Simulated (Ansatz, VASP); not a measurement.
**Cross-check of C (Diamond) between VASP and Ansatz**

One calculation is typed for both programs; each brings its own data sets. How far apart do they land? The structure shown is the end of the Ansatz relaxation below.

Program: Ansatz 0.2.0. Level of theory: plane waves, with VASP 6.6.1 beside it; LDA. Results are calculated unless marked as measured.

### Step 1. The structure

Symmetry: Imma, No. 74, orthorhombic system. The conventional cell has a = 2.496 Å, b = 2.597 Å, c = 3.513 Å, α = 90.00°, β = 90.00°, γ = 90.00°. C has 4 C at 1.53 to 1.57 Å nearest.

### Step 2. Ansatz: relaxation, LDA

Ansatz runs on its PAW soft_1 files.

This run makes the geometry at which the two programs are then compared.

Contents of input.yaml:

```yaml
crystal:
  lattice:
    - [0.0356726413, 1.8006899756, 1.7588699356]
    - [1.8006899756, 0.0356726413, 1.7588699356]
    - [1.836362617, 1.836362617, 1.0e-10]
  atoms:
    - { symbol: C, position: [0.500334529, 0.500334529, 0.499665471] }
    - { symbol: C, position: [0.749665471, 0.749665471, 0.750334529] }
  conventional_axes: [[0, 0, 1], [1, -1, 0], [1, 1, -1]]
kpoints:
  mp_grid: { grid: [12, 12, 12] }
hamiltonian:
  xc: lda
  pseudopotentials: { kind: paw, azcp: { folder: soft_1 }, xc_functional: pbe }
scf:
  occupations: { method: fixed }
output:
  forces: true
  stress: true
  eigenvalues: true
relax:
  adjacent_minimum: "off"
  f_tol: 0.001
  max_steps: 60
  cell: { stress_tol: 0.01, fix: [a, angles] }
```

Run with:

```bash
ansatz run input.yaml --threads 4 --pin off --max-ram 10240MiB --backend cpu --events-out ev --progress --plain --runs-dir out
```

Numbers of over 12 decimals in the logs are rounded to 6 here.

The program printed:

```text
Engine: ansatz 0.2.0, x86_64-unknown-linux-gnu
Pseudopotentials: kind: paw
Pseudopotential: C, paw, valence charge 4, recommended cutoff 420 eV (normal), soft_1/C.paw.azcp
Functional definition: SPW92
  exchange = slater_x
  correlation = pw_c
Crystal: 2 atoms, lattice volume = 11.402 Å³
Basis set: ecut = 420 eV, 229 PW (Γ)
Bands: 8, of which v1, the nominal top of the filled ones, is band 4 counted from 1 (3 counted from 0)
Symmetry: 8 space group operations
Space group: Imma (ITA 74), of the structure as read, at distance tolerance 2.3e-5 Å
k-points: 280 of 1728
Non-local potential: C, projectors of the file, l = 0: 2, l = 1: 2, l = 2: 1
PAW form: soft (Blöchl's): semilocal exchange-correlation on the pseudo side does not see the compensation charge
PAW frozen core: C, regenerated for the run's functional, and the local potential with it (the file was generated under x = pbe(κ = 0.804, μ = 0.219515), c = pbe(β = 0.066725))
PAW one-centre angular grid: C, 110 points (default); XC on 64 Gauss nodes
Initial density: superposition of atomic densities (chi_scale 0.1, normalization cell)
Initial wavefunctions: pseudopotential atomic-orbital guess
Functional: x = slater, c = lda
SCF iter   1: F=—  HF=-486.596981 eV  |F-HF|=—  |Δ(HF+E_count)|=         —  Δρ=1.39e-1  dr2=1.56e0  ethr=3.10e-3  ⟨swp⟩=3.9  Hψ=12841  notcnv=0  defer=509
preconditioner: auto → none  [insulator: Δε(μ)=4.265 eV  Ē_g=19.453 eV  n_scr=0 (ndim 8)  ℏωp=31.1 eV  f_vac=0.000  ε∞_Penn≈3.6]
SCF iter   2: F=—  HF=-486.000730 eV  |F-HF|=—  |Δ(HF+E_count)|=   5.96e-1  Δρ=5.29e-2  dr2=1.98e-1  ethr=3.10e-3  ⟨swp⟩=2.6  Hψ=6039  notcnv=0  defer=469
SCF iter   3: F=—  HF=-485.929794 eV  |F-HF|=—  |Δ(HF+E_count)|=   7.09e-2  Δρ=5.65e-3  dr2=1.09e-3  ethr=2.47e-3  ⟨swp⟩=2.8  Hψ=3925  notcnv=0  defer=539
SCF iter   4: F=—  HF=-485.929838 eV  |F-HF|=—  |Δ(HF+E_count)|=   4.44e-5  Δρ=1.09e-4  dr2=3.69e-7  ethr=1.36e-5  ⟨swp⟩=2.5  Hψ=3179  notcnv=0  defer=560
SCF iter   5: F=—  HF=-485.929841 eV  |F-HF|=—  |Δ(HF+E_count)|=   2.54e-6  Δρ=4.09e-5  dr2=4.39e-8  ethr=1.25e-9  ⟨swp⟩=6.3  Hψ=11866  notcnv=0
SCF iter   6: F=-485.929841 eV  HF=-485.929841 eV  |F-HF|=1.02e-9  |Δ(HF+E_count)|=   4.19e-9  Δρ=7.04e-6  dr2=1.98e-9  ethr=5.49e-10  ⟨swp⟩=2.0  Hψ=7140  notcnv=0
SCF 1 converged in 6 iterations: F = -485.929841 eV  dr2 = 1.98e-9
  greatest PAW one-centre occupation: 0.638 electrons in one spin orbital (limit 2), on the C atom at site 1 (counted from 0), in its partial waves of l = 0
relax step   1: F+E_penalty+E_count = -485.92984094 eV  Δ(F+E_penalty+E_count) = +0.000e0 eV  max|allowed force component| = 1.112e-2 eV/Å  Δτ_max = 0.0000 Å  P = -14.711 GPa  Ω = 11.402 Å³  fix = [a, alpha, beta, gamma]  reactions: a -42.539 GPa  (6 SCF iters, dr2 threshold 1.00e-7 eV, accepted)
[...]
relax step   2: F+E_penalty+E_count = -485.92995836 eV  Δ(F+E_penalty+E_count) = -1.174e-4 eV  max|allowed force component| = 7.349e-3 eV/Å  Δτ_max = 0.0001 Å  P = -14.256 GPa  Ω = 11.389 Å³  energy of the carried Pulay correction = +6.143e-5 eV  fix = [a, alpha, beta, gamma]  reactions: a -42.420 GPa  (3 SCF iters, dr2 threshold 2.00e-7 eV, accepted)
[...]
relax step   3: F+E_penalty+E_count = -485.92997800 eV  Δ(F+E_penalty+E_count) = -1.964e-5 eV  max|allowed force component| = 5.300e-4 eV/Å  Δτ_max = 0.0001 Å  P = -14.141 GPa  Ω = 11.386 Å³  energy of the carried Pulay correction = +7.699e-5 eV  fix = [a, alpha, beta, gamma]  reactions: a -42.421 GPa  (2 SCF iters, dr2 threshold 2.00e-7 eV, accepted)
[...]
relax step   4: F+E_penalty+E_count = -485.92991969 eV  Δ(F+E_penalty+E_count) = +5.831e-5 eV  max|allowed force component| = 4.597e-4 eV/Å  Δτ_max = 0.0000 Å  P = -14.149 GPa  Ω = 11.386 Å³  fix = [a, alpha, beta, gamma]  reactions: a -42.412 GPa  stress off target by 1.80e-2 GPa on what of the cell is left free  SCF on the basis re-selected at this cell (its energy is not comparable with the rows above)  (4 SCF iters)
[...]
relax step   5: F+E_penalty+E_count = -485.92992101 eV  Δ(F+E_penalty+E_count) = -1.317e-6 eV  max|allowed force component| = 3.808e-4 eV/Å  Δτ_max = 0.0000 Å  P = -14.139 GPa  Ω = 11.386 Å³  energy of the carried Pulay correction = +1.300e-6 eV  fix = [a, alpha, beta, gamma]  reactions: a -42.410 GPa  (2 SCF iters, dr2 threshold 8.11e-10 eV, accepted)
[...]
relax step   6: F+E_penalty+E_count = -485.92992101 eV  Δ(F+E_penalty+E_count) = -6.719e-11 eV  max|allowed force component| = 3.727e-4 eV/Å  Δτ_max = 0.0000 Å  P = -14.139 GPa  Ω = 11.386 Å³  fix = [a, alpha, beta, gamma]  reactions: a -42.410 GPa  stress off target by 4.29e-3 GPa on what of the cell is left free  SCF on the basis re-selected at this cell (its energy is not comparable with the rows above)  (3 SCF iters)
basis re-selected at this cell: Δ(F+E_penalty+E_count) = -6.719e-11 eV, ΔP = +0.000 GPa vs the last step (what re-selecting the basis moved, of the pressure what is left beyond the Pulay correction that the steps carried, after the strain that the cell walked since its last selection, with what the two solves' SCF thresholds leave and, on support functions, any second-order correction that the steps lacked; it is no  [...]
SCF converged after 3 iterations
Free energy (F): -485.929921 eV
Harris-Foulkes:  -485.929921 eV  (|F-HF|=2.27e-13)
Internal energy: -485.929921 eV  (E = F + TS)
E sigma→0 (E₀):  -485.929921 eV
Fermi energy:    13.236064 eV
--- Per-component energies (eV) ---
  E_band       = 33.137328
  E_kinetic    = 179.346455
  E_local      = -112.474597  (includes V_loc(G=0)·N_el)
  E_nonlocal   = 47.745319
  E_hartree    = 26.326730
  E_xc         = -94.605775
  E_vxc        = -117.144130  (∫ρ·V_xc dr)
  E_paw        = -184.912542  (= ΣΔE_a)
  E_vpaw       = -16.989212  (= ΣTr[D̂ρ^β])
  E_aug_tail   = 0.000036  (compensation charges beyond the density's cutoff)
  E_ewald      = -347.481210
  E_core_change = 0.125665  (= ΣΔE_core)
  E_smearing   = -0.000000  (= −TS)
  E_closure    = -0.000000  (closes the sum)
  Σ components = -485.929921   (vs F -485.929921, Δ=0.00e0)
--- Forces (eV/Å), atoms counted from 1 ---
  atom   1  C      0.00000000     0.00000000    -0.00037271
  atom   2  C     -0.00000000    -0.00000000     0.00037271
  max |Σ_I F_I| component: 1.11e-16 eV/Å
--- Stress (GPa, compression-positive) ---
      -21.207292     -21.203006      -0.000000
      -21.203006     -21.207292      -0.000000
       -0.000000      -0.000000      -0.001304
  P = ⅓ Tr σ = -14.1386 GPa (-141.386 kbar)
--- Band table (eV; the first three rows and the last of 280) ---
  k-point 0: bands = ["-8.2636", "12.8923", "12.9370", "13.2361", "18.1078", "18.2855", "19.2311", "26.5111"]
  k-point 1: bands = ["-8.0771", "11.6878", "12.6422", "12.8434", "18.6176", "19.0709", "19.5971", "26.6242"]
  k-point 2: bands = ["-7.5199", "9.1196", "11.9758", "12.2166", "19.5074", "20.4008", "20.4407", "26.9622"]
  k-point 279: bands = ["0.4618", "0.9006", "6.1167", "6.9200", "16.5974", "18.1605", "29.5992", "29.6998"]
--- Relaxed structure (4 steps of the walk, 4 accepted, 2 SCFs on fresh bases) ---
  F+E_penalty+E_count = -485.92992101 eV   max|allowed force component| = 3.727e-4 eV/Å   (the final SCF, on the basis selected at the relaxed cell)
  cell:  # Å, volume = 11.3857 Å³
    - [0.035804, 1.800558, 1.756665]
    - [1.800558, 0.035804, 1.756665]
    - [1.836362617, 1.836362617, 1.0220306217575448e-10]
  atoms:
    - { symbol: C, position: [0.500393, 0.500393, 0.499607] }
    - { symbol: C, position: [0.749607, 0.749607, 0.750393] }
```

The column dr2 measures how far the density is from self-consistency, as an energy; F and HF (Harris–Foulkes) agree once it is small.

### Step 3. VASP: single point, LDA, pair 1

The same cell, functional (in two slightly different forms) and mesh now go to VASP, with its own data sets.

Lines of VASP's logs that name or quote its potential files are left out, and so is its time.

Contents of INCAR:

```
SYSTEM = C
PREC = Accurate
ENCUT = 600
EDIFF = 1E-06
NELM = 120
ISMEAR = 0
SIGMA = 0.01
LREAL = .FALSE.
ALGO = Normal
GGA = PW92
NBANDS = 10
LORBIT = 11
LWAVE = .FALSE.
LCHARG = .FALSE.
ISIF = 2
LASPH = .TRUE.
GGA_COMPAT = .FALSE.
EFERMI = MIDGAP
KPAR = 2
```

Contents of POSCAR:

```
C
1.0
    0.0358044281      1.8005581888      1.7566652148
    1.8005581888      0.0358044281      1.7566652148
    1.8363626170      1.8363626170      0.0000000001
C
2
Direct
    0.5003934421      0.5003934421      0.4996065579
    0.7496065579      0.7496065579      0.7503934421
```

Contents of KPOINTS:

```
Automatic mesh
0
Gamma
12 12 12
0 0 0
```

The projector-augmented-wave data sets are C (LDA family, release 64).

Run with:

```bash
mpirun -np 2 vasp_std
```

The program printed:

```text
[banner, memory and clock lines left out]
running    2 mpi-ranks, on    1 nodes
 distrk:  each k-point on    1 cores,    2 groups
 distr:  one band on    1 cores,    1 groups

 POSCAR found type information on POSCAR C
 POSCAR found :  1 types and       2 ions
|                                                                             |
|               ----> ADVICE to this user running VASP <----                  |
|                                                                             |
|     You enforced a specific xc type in the INCAR file but a different       |
|     [... a line on the potential file left out ...]
|     I HOPE YOU KNOW WHAT YOU ARE DOING!                                     |
|                                                                             |

 LDA part: xc-table for (Slater(with rela. corr.)+PW92), standard interpolation
 POSCAR, INCAR and KPOINTS ok, starting setup
 FFT: planning ... GRIDC
 FFT: planning ... GRID_SOFT
 FFT: planning ... GRID
 WAVECAR not read
 entering main loop
       N       E                     dE             d eps       ncg     rms          rms(c)
DAV:   1     0.100507842301E+01    0.10051E+01   -0.52898E+03  5874   0.862E+02
DAV:   2    -0.205882863863E+02   -0.21593E+02   -0.20812E+02  7712   0.138E+02
DAV:   3    -0.210170172852E+02   -0.42873E+00   -0.42726E+00  6606   0.155E+01
DAV:   4    -0.210180298775E+02   -0.10126E-02   -0.10125E-02  6180   0.882E-01
DAV:   5    -0.210180313908E+02   -0.15133E-05   -0.15133E-05  6388   0.333E-02    0.564E+00
DAV:   6    -0.204267785348E+02    0.59125E+00   -0.34010E-01  5830   0.429E+00    0.326E+00
DAV:   7    -0.202203277663E+02    0.20645E+00   -0.40133E-01  6154   0.468E+00    0.703E-01
DAV:   8    -0.202200892471E+02    0.23852E-03   -0.87723E-03  6016   0.839E-01    0.274E-02
DAV:   9    -0.202200774904E+02    0.11757E-04   -0.37474E-05  6390   0.530E-02    0.200E-02
DAV:  10    -0.202200789870E+02   -0.14967E-05   -0.23390E-06  6168   0.137E-02    0.467E-03
DAV:  11    -0.202200789557E+02    0.31351E-07   -0.12533E-07  3158   0.321E-03
   1 F= -.20220079E+02 E0= -.20220079E+02  d E =0.000000E+00
```

From OUTCAR (step 3):

```text
ion  position               nearest neighbor table
   1  0.500  0.500  0.500-   2 1.53   2 1.53   2 1.57   2 1.57
   2  0.750  0.750  0.750-   1 1.53   1 1.53   1 1.57   1 1.57

  LATTYP: Found a body centered orthorhombic cell.
 ALAT       =     2.4957387026
 B/A-ratio  =     1.0405772510
 C/A-ratio  =     1.4077316771

 Subroutine GETGRP returns: Found  8 space group operations
 (whereof  4 operations were pure point group operations)

The static configuration has the point symmetry C_2v.
 The point group associated with its full space group is D_2h.

 Found    280 irreducible k-points:

   k-points           NKPTS =    280   k-points in BZ     NKDIM =    280   number of bands    NBANDS=     10

   dimension x,y,z NGX =    20 NGY =   20 NGZ =   24
   dimension x,y,z NGXF=    40 NGYF=   40 NGZF=   48

   ENCUT  =  600.0 eV  44.10 Ry    6.64 a.u.   5.02  5.02  5.19*2*pi/ulx,y,z

   NELECT =       8.0000    total number of electrons

 k-points in reciprocal lattice and weights: Automatic mesh
   0.00000000  0.00000000  0.00000000       0.001
   0.08333333  0.00000000 -0.00000000       0.002
   0.16666667  0.00000000 -0.00000000       0.002
   0.25000000  0.00000000 -0.00000000       0.002
   0.33333333  0.00000000 -0.00000000       0.002
   0.41666667  0.00000000 -0.00000000       0.002
   0.50000000  0.00000000 -0.00000000       0.001
   0.08333333  0.08333333 -0.00000000       0.001
   0.16666667  0.08333333 -0.00000000       0.002
[...]
0.25000000  0.25000000  0.50000000       0.001
  -0.25000000  0.25000000  0.50000000       0.001

 average (electrostatic) potential at core
       1 -49.5773       2 -49.5773

 E-fermi :  11.5252

 k-point     1 :       0.0000    0.0000    0.0000
  band No.  band energies     occupation
      1     -11.6077      2.00000
      2       9.5280      2.00000
      3       9.5698      2.00000
      4       9.8698      2.00000
      5      14.7461      0.00000
      6      14.9252      0.00000
      7      15.8705      0.00000
      8      23.2241      0.00000
      9      28.6675      0.00000
    ...

 k-point     2 :       0.0833    0.0000   -0.0000
  band No.  band energies     occupation
      1     -11.4107      2.00000
      2       8.5337      2.00000
      3       9.1665      2.00000
      4       9.4550      2.00000
      5      15.2064      0.00000
      6      15.3894      0.00000
      7      16.3928      0.00000
      8      23.3712      0.00000
      9      28.9949      0.00000
    ...

 k-point     3 :       0.1667    0.0000   -0.0000
  band No.  band energies     occupation
      1     -10.8219      2.00000
      2       6.1387      2.00000
      3       8.4039      2.00000
      4       8.7037      2.00000
      5      16.1712      0.00000
      6      16.2638      0.00000
      7      17.3439      0.00000
      8      23.7719      0.00000
      9      29.6372      0.00000
    ...

  Total       -1.5006603     -1.5006603      0.0066965     -1.5135972     -0.0000000     -0.0000000
  in kB     -211.1696055   -211.1696055      0.9423190   -212.9900657     -0.0000000     -0.0000000
  external PRESSURE =    -140.4656307 kB  Pullay stress =       0.0000000 kB

  energy-cutoff  :      600.00
  volume of cell :       11.39
      direct lattice vectors                 reciprocal lattice vectors
     0.035804428  1.800558189  1.756665215    -0.283325646  0.283325646  0.284630216
     1.800558189  0.035804428  1.756665215     0.283325646 -0.283325646  0.284630216
     1.836362617  1.836362617  0.000000000     0.272277379  0.272277379 -0.284630216

 POSITION                                       TOTAL-FORCE (eV/Angst)
 -----------------------------------------------------------------------------------
      1.83636      1.83636      1.75805        -0.000000     -0.000000      0.009544
      2.75454      2.75454      2.63362         0.000000      0.000000     -0.009544
 -----------------------------------------------------------------------------------
    total drift:                               -0.000000     -0.000000     -0.000000

  FREE ENERGIE OF THE ION-ELECTRON SYSTEM (eV)
  ---------------------------------------------------
  free  energy   TOTEN  =       -20.2200789557 eV

  energy  without entropy=      -20.2200789557  energy(sigma->0) =      -20.22007896

 total charge
# of ion       s       p       d       tot
------------------------------------------
    1        0.816   1.751   0.000   2.567
    2        0.816   1.751   0.000   2.567
--------------------------------------------------
tot          1.633   3.501   0.000   5.134

[... 3 further parts left out ...]
```

The run ends at a pressure of -14.05 GPa, with forces up to 0.0095 eV/Å.

### Step 4. Comparison

Known differences besides the potentials themselves: fixed occupations in Ansatz, narrow Gaussian smearing in VASP; the cutoff is 420 eV in Ansatz and 600 eV in VASP; VASP's log shows a relativistic correction to its local exchange, Ansatz's none; Ansatz's pressure holds a Pulay correction, VASP's none. Total energies have different zeros and are not compared.

Both answers:

| quantity | Ansatz | VASP | difference |
| --- | --- | --- | --- |
| pressure (GPa) | -14.14 | -14.05 | -0.09 |
| gap on the k mesh (eV) | 3.314 | 3.311 | +0.003 |

The largest component of a force difference here is 10 meV/Å. A gap on the mesh is an upper bound, since the band edges may lie between its points.

### Step 5. Ansatz: relaxation, LDA

This run makes the geometry at which the two programs are then compared. The cell compared in this pair holds 11.10 Å³, against 11.39 Å³ for the pair before.

The structure compared here is the end of the Ansatz relaxation.

input.yaml, the sections that differ from step 2:

```yaml
crystal:
  lattice:
    - [0.0088286664, 1.7745619519, 1.7657332855]
    - [1.7745619519, 0.0088286664, 1.7657332855]
    - [1.7833906183, 1.7833906183, 0.0]
  atoms:
    - { symbol: C, position: [0.5, 0.5, 0.5] }
    - { symbol: C, position: [0.75, 0.75, 0.75] }
  conventional_axes: [[0, 0, 1], [1, -1, 0], [1, 1, -1]]
# kpoints, hamiltonian, scf, output, relax: as in step 2
```

Run with:

```bash
ansatz run input.yaml --threads 4 --pin off --max-ram 10240MiB --backend cpu --events-out ev --progress --plain --runs-dir out
```

The program printed:

```text
[...]
Crystal: 2 atoms, lattice volume = 11.121 Å³
Basis set: ecut = 420 eV, 197 PW (Γ)
Bands: 8, of which v1, the nominal top of the filled ones, is band 4 counted from 1 (3 counted from 0)
Symmetry: 8 space group operations
[...]
k-points: 280 of 1728
[...]
--- Band table (eV; the first three rows and the last of 280) ---
[...]
--- Relaxed structure (5 steps of the walk, 5 accepted, 2 SCFs on fresh bases) ---
[...]
cell:  # Å, volume = 11.1044 Å³
    - [0.00894123, 1.774449, 1.763394]
    - [1.774449, 0.00894123, 1.763394]
    - [1.7833906183, 1.7833906183, 0.0]
  atoms:
    - { symbol: C, position: [0.500139, 0.500139, 0.499861] }
    - { symbol: C, position: [0.749861, 0.749861, 0.750139] }
[key lines of the parts left out:]
SCF converged after 3 iterations
Free energy (F): -485.986439 eV
Fermi energy:    13.543714 eV
P = ⅓ Tr σ = -3.8812 GPa (-38.812 kbar)
```

### Step 6. VASP: single point, LDA, pair 2

The same cell, functional (in two slightly different forms) and mesh now go to VASP, with its own data sets.

INCAR is that of step 3.

Contents of POSCAR:

```
C
1.0
    0.0089412345      1.7744493838      1.7633935924
    1.7744493838      0.0089412345      1.7633935924
    1.7833906183      1.7833906183      0.0000000000
C
2
Direct
    0.5001386866      0.5001386866      0.4998613134
    0.7498613134      0.7498613134      0.7501386866
```

KPOINTS is that of step 3.

Run with:

```bash
mpirun -np 2 vasp_std
```

The program printed:

```text
[banner, memory and clock lines left out]
running    2 mpi-ranks, on    1 nodes
[...]
[... a notice as in an earlier step ...]

 LDA part: xc-table for (Slater(with rela. corr.)+PW92), standard interpolation
 POSCAR, INCAR and KPOINTS ok, starting setup
[...]
entering main loop
       N       E                     dE             d eps       ncg     rms          rms(c)
DAV:   1    -0.695733103060E-01   -0.69573E-01   -0.52421E+03  5866   0.861E+02
DAV:   2    -0.207296217664E+02   -0.20660E+02   -0.20098E+02  7798   0.136E+02
DAV:   3    -0.211243280503E+02   -0.39471E+00   -0.39363E+00  6608   0.150E+01
DAV:   4    -0.211252310178E+02   -0.90297E-03   -0.90291E-03  6142   0.841E-01
[...]
DAV:   9    -0.202751605691E+02    0.10611E-04   -0.33222E-05  6324   0.495E-02    0.194E-02
DAV:  10    -0.202751621210E+02   -0.15519E-05   -0.18034E-06  6088   0.122E-02    0.454E-03
DAV:  11    -0.202751620814E+02    0.39606E-07   -0.64888E-08  3176   0.217E-03
   1 F= -.20275162E+02 E0= -.20275162E+02  d E =0.000000E+00
```

(Part 1 of 2 ends here.)

[Lines on the potential files, build, host, timing and source positions are cut from VASP's logs without a mark.]

[Logs are printed without paths, hosts, clocks, repeated set-up lines and the standing remarks that a program may print on its own settings, such as how far it seeks lower states.]

[Hosts, paths, dates, database ids (printed as entryN), source tags and the programs' standing remarks are cut or masked in the printed files.]
